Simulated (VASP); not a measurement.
Input of a VASP 6.6.1 run:

File INCAR:

```
SYSTEM = BiB5
PREC = Accurate ; ENCUT = 520
EDIFF = 1E-7 ; ISMEAR = 0
SIGMA = 0.1 ; LREAL = .FALSE.
LASPH = .TRUE. ; NELM = 100
ALGO = Normal ; ISIF = 2
LWAVE = .FALSE. ; LCHARG = .TRUE.
GGA = PE ; LELF = .TRUE.
LVHAR = .TRUE. ; NBANDS = 24
```

KPOINTS

```
regular mesh
0
G
  6 6 4
  0 0 0
```

File POSCAR:

```
BiB5
1.0
    4.7736160279      0.0000000029      0.0000000000
   -2.3868080165      4.1340727467      0.0000000000
    0.0000000000      0.0000000000      2.9901872518
B Bi
5 1
Direct
    0.6666666667      0.3333333333      0.0000000000
    0.5000000000      0.0000000000      0.5000000000
    0.5000000000      0.5000000000      0.5000000000
    0.0000000000      0.5000000000      0.5000000000
    0.3333333333      0.6666666667      0.0000000000
    0.0000000000      0.0000000000      0.0000000000
```

Potentials or basis: VASP PAW PBE potentials, release 64 (B, Bi_d).

Launch:

```sh
$ cat potpaw_PBE.64/B/POTCAR potpaw_PBE.64/Bi_d/POTCAR > POTCAR
$ mpirun -np 1 vasp_std > vasp.out
```

**Question.** What does it give for the pressure?

**Answer.** -0.1 GPa.

**Question.** Predict the band gap on the k mesh.

**Answer.** None (metal or under the smearing width).

Caveat: the k mesh is coarse (spacing up to 0.53 Å⁻¹), so the values aren't converged; spin-orbit coupling is left out, which moves the levels of the heavy elements.
